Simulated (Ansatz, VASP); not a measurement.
# Two plane-wave programs on Sr3B

```xyz
4
Lattice="0.0000 4.0339 4.0339 4.0339 0.0000 4.0339 4.0339 4.0339 0.0000" Properties=species:S:1:pos:R:3 pbc="T T T"
Sr    0.0000    0.0000    0.0000
Sr    2.0170    2.0170    2.0170
Sr    6.0509    6.0509    6.0509
B     4.0339    4.0339    4.0339
```

Alike in both runs: task relaxation of cell and atoms; functional PBE; k mesh 10 × 10 × 10; occupations gaussian, width 0.1 eV; no spin polarisation.

|  | VASP | Ansatz |
| --- | --- | --- |
| version | VASP 6.6.1 | Ansatz 0.2.0 |
| potentials or method | VASP PAW PBE potentials, release 64 (Sr_sv, B) | scalar-relativistic, plane waves, PAW |
| plane-wave cutoff (eV) | 600 | 420 |
| valence electrons in the cell | 33 | 33 |

Ansatz gave:

```
gap on the k mesh at the Fermi level, each at its own relaxed structure (eV) : none
relaxed volume (Å³/atom)                                                     : 33.06
relaxed cell length with the largest relative difference (Å)                 : 5.719
```

Task: Estimate VASP's values.

Result: gap on the k mesh at the Fermi level, each at its own relaxed structure (eV): none; relaxed volume (Å³/atom): 33.07; relaxed cell length with the largest relative difference (Å): 5.719.

A gap of «none» marks a metal or a gap that the smearing closes.
